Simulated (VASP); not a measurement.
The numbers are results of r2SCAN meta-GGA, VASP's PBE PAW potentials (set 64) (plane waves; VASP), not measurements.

A VASP calculation is set up with these files.

**INCAR**
```
METAGGA = R2SCAN
NELM = 100   ! most electronic steps
IBRION = 2   ! conjugate gradients
ALGO = Normal   ! blocked Davidson
LMIXTAU = .TRUE.
EDIFFG = -0.02   ! ionic stop
ISIF = 3   ! ions, shape and volume
SIGMA = 0.05   ! width (eV)
SYSTEM = P
LWAVE = .FALSE.
LCHARG = .FALSE.
PREC = Accurate
LASPH = .TRUE.
NSW = 60   ! most ionic steps
ISMEAR = 0
LREAL = .FALSE.   ! projection in real space or not
EDIFF = 1E-6
ENCUT = 400   ! plane-wave cut-off (eV)
```

### POSCAR
```
P
1.0
  1.6498067818  -5.5109708004   0.0000000000
  1.6498067818   5.5109708004   0.0000000000
  0.0000000000   0.0000000000   4.5414326731
P
4
Direct
  0.0949116680   0.9050883320   0.9110357934
  0.4050883320   0.5949116680   0.4110357934
  0.5949116680   0.4050883320   0.5889642066
  0.9050883320   0.0949116680   0.0889642066
```

KPOINTS:
```
Regular mesh
0
G
  6 6 5
```

POTCAR, in this order: P (PBE.64 set). Program: vasp_std.

Output

**OSZICAR**
```
       N       E                     dE             d eps       ncg     rms          rms(c)
DAV:   1     0.405102366454E+02    0.40510E+02   -0.74210E+03  1092   0.100E+03
DAV:   2    -0.360107779833E+02   -0.76521E+02   -0.73962E+02  1464   0.168E+02
DAV:   3    -0.396876692545E+02   -0.36769E+01   -0.36555E+01  1446   0.402E+01
DAV:   4    -0.397370330338E+02   -0.49364E-01   -0.49321E-01  1430   0.539E+00
DAV:   5    -0.397381993632E+02   -0.11663E-02   -0.11657E-02  1498   0.743E-01    0.115E+01
DAV:   6    -0.365157648554E+02    0.32224E+01   -0.31143E-01  1236   0.477E+00    0.763E+00
DAV:   7    -0.348116390199E+02    0.17041E+01   -0.58168E-01  1254   0.573E+00    0.120E+00
DAV:   8    -0.357369011740E+02   -0.92526E+00   -0.29924E-01  1188   0.444E+00    0.290E-01
DAV:   9    -0.359024013612E+02   -0.16550E+00   -0.93201E-02  1314   0.298E+00    0.149E-01
DAV:  10    -0.358515431908E+02    0.50858E-01   -0.30596E-02  1218   0.169E+00    0.160E-01
DAV:  11    -0.358980665362E+02   -0.46523E-01   -0.11905E-02  1206   0.107E+00    0.116E-01
DAV:  12    -0.359073551999E+02   -0.92887E-02   -0.12466E-02  1194   0.107E+00    0.643E-02
DAV:  13    -0.359094034414E+02   -0.20482E-02   -0.80232E-04  1296   0.251E-01    0.419E-02
DAV:  14    -0.359095019115E+02   -0.98470E-04   -0.20226E-05  1522   0.425E-02    0.351E-02
DAV:  15    -0.359096585308E+02   -0.15662E-03   -0.23754E-05  1266   0.476E-02    0.182E-02
DAV:  16    -0.359101548707E+02   -0.49634E-03   -0.31174E-04  1194   0.163E-01    0.496E-03
DAV:  17    -0.359101590505E+02   -0.41798E-05   -0.13374E-05  1410   0.289E-02    0.578E-03
DAV:  18    -0.359101571091E+02    0.19414E-05   -0.12295E-06   786   0.115E-02    0.362E-03
DAV:  19    -0.359101575286E+02   -0.41951E-06   -0.21125E-06   858   0.127E-02
   1 F= -.35910158E+02 E0= -.35910157E+02  d E =-.359102E+02
```

OUTCAR:
```
------------------------ aborting loop because EDIFF is reached ----------------------------------------
  FORCE on cell =-STRESS in cart. coord.  units (eV):
  Direction    XX          YY          ZZ          XY          YZ          ZX
  --------------------------------------------------------------------------------------
  Total        0.0117391     -0.0045833      0.0339024      0.0000000      0.0000000      0.0000000
  in kB        0.2277525     -0.0889217      0.6577445      0.0000000      0.0000000      0.0000000
  external PRESSURE =       0.2655251 kB  Pullay stress =       0.0000000 kB
  volume of cell :       82.58
      direct lattice vectors                 reciprocal lattice vectors
     1.649806782 -5.510970800  0.000000000     0.303065793 -0.090728116  0.000000000
     1.649806782  5.510970800  0.000000000     0.303065793  0.090728116  0.000000000
     0.000000000  0.000000000  4.541432673     0.000000000  0.000000000  0.220194831
 POSITION                                       TOTAL-FORCE (eV/Angst)
 -----------------------------------------------------------------------------------
      1.64981      4.46486      4.13741         0.000000     -0.005163      0.002757
      1.64981      1.04611      1.86669         0.000000      0.005163      0.002757
      1.64981     -1.04611      2.67474         0.000000     -0.005163     -0.002757
      1.64981     -4.46486      0.40402         0.000000      0.005163     -0.002757
 -----------------------------------------------------------------------------------
    total drift:                               -0.000000      0.000000     -0.000000
  FREE ENERGIE OF THE ION-ELECTRON SYSTEM (eV)
  ---------------------------------------------------
  free  energy   TOTEN  =       -35.9101575286 eV

  energy  without entropy=      -35.9101574712  energy(sigma->0) =      -35.91015750

 reached required accuracy - stopping structural energy minimisation
```
(Selected blocks of OUTCAR.)

The compound is P in the black structure. It was relaxed first, which changed the volume by +9 %. The start is the result of an earlier pass.
